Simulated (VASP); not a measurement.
Runs of VASP 6.6.1 on PtF2. The structure is cubic, space group Fm-3m (No. 225). The conventional cell has a = 5.105 Å, b = 5.105 Å, c = 5.105 Å, α = 90.00°, β = 90.00°, γ = 90.00°. Around Pt (site symmetry m-3m) lie 8 F at 2.21 Å. F (site symmetry -43m) has 4 Pt at 2.21 Å as nearest neighbours. The cell comes from a database or a generator and needn't be the stable form of this composition.

```csv
spin,fixed moment (μB),gap on the mesh (eV),pressure (GPa),moment (μB)
"collinear, random start",-,none,(a),2.00
"collinear, ferromagnetic start",-,none,12.8,2.00
"non-collinear, random start, SOC",-,-,18.4,1.47
"collinear, ferromagnetic start",2,-,12.8,2.00
```

Alike in all rows: task single point; level LDA+U; potentials or basis VASP PAW LDA potentials, release 64 (Pt, F); Pt d U = 7 eV; cell as given; k mesh 6 × 6 × 6; cutoff (eV) 520; smearing gaussian 0.05 eV.

**Question.** Fill in the values left out.

**Answer.** (a) 12.9.

Caveats: the moment is held away from its start (some runs); the total moment is fixed, so each spin has its own Fermi level (some runs).

A k mesh can miss the band edges, and rows without SOC leave out spin-orbit coupling on Pt.

A gap of «none» marks a metal or a gap under the smearing width.
